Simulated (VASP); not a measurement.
```
CELL_PARAMETERS angstrom
      4.05496     0.00000     0.00000
      0.00000     4.05496     0.00000
      0.00000     0.00000     4.05496
ATOMIC_POSITIONS crystal
  K  0.00000 0.00000 0.00000
  Zn 0.50000 0.50000 0.50000
  F  0.50000 0.00000 0.50000
  F  0.00000 0.50000 0.50000
  F  0.50000 0.50000 0.00000
```

Level of theory: MS2 meta-GGA, VASP's PBE PAW potentials (set 64) (plane waves; VASP 6.6.1). Settings: 520 eV cut-off, 6×6×6 Γ-centred mesh, Gaussian smearing of 0.050 eV, potentials K_sv Zn F.

What does the run give for the energy per atom (σ→0), band gap (on the k-mesh) with the smallest direct gap where there is one?

| Quantity | Value |
|---|---|
| band gap (on the k-mesh) | 3.98 eV |
| smallest direct gap (on the k-mesh) | 5.96 eV |
| energy per atom (σ→0) | -6.970 eV/atom |

Total energies compare only between runs with the same potentials, cut-off and functional.

The compound is KZnF3 in the cubic perovskite structure. It was relaxed first.
